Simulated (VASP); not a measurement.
Data:

```
PbTe
1.0
    0.00000     3.22569     3.22569
    3.22569     0.00000     3.22569
    3.22569     3.22569     0.00000
Te Pb
1 1
Direct
  0.50000   0.50000   0.50000
  0.00000   0.00000   0.00000
```

All values below come from MS2 meta-GGA, VASP's PBE PAW potentials (set 64) (plane waves; VASP). Settings: 520 eV cut-off, 8×8×8 Γ-centred mesh, tetrahedra with Blöchl corrections, potentials Te Pb_d.

Unless said otherwise, spin-orbit coupling is left out, though it shifts the bands of the heavy elements here.

Task: Give the energies of bands 7 to 13 at the high-symmetry points, in eV from the valence-band maximum.

Result: 
```tsv
band	Γ	X	U	L	W
7	-5.45	-7.25	-7.97	-8.64	-7.99
8	-1.45	-4.68	-4.29	-1.00	-3.95
9	-1.45	-2.94	-2.43	-1.00	-3.95
10	-1.45	-2.94	-2.17	0.00	-0.41
11	4.09	3.17	3.59	0.73	1.66
12	4.09	5.54	3.79	1.21	5.21
13	4.09	5.54	5.08	1.21	5.21
```

The gap is direct, 0.73 eV, from the valence maximum at L to the conduction minimum at L.

The compound is PbTe in the rock salt structure. It was relaxed first.
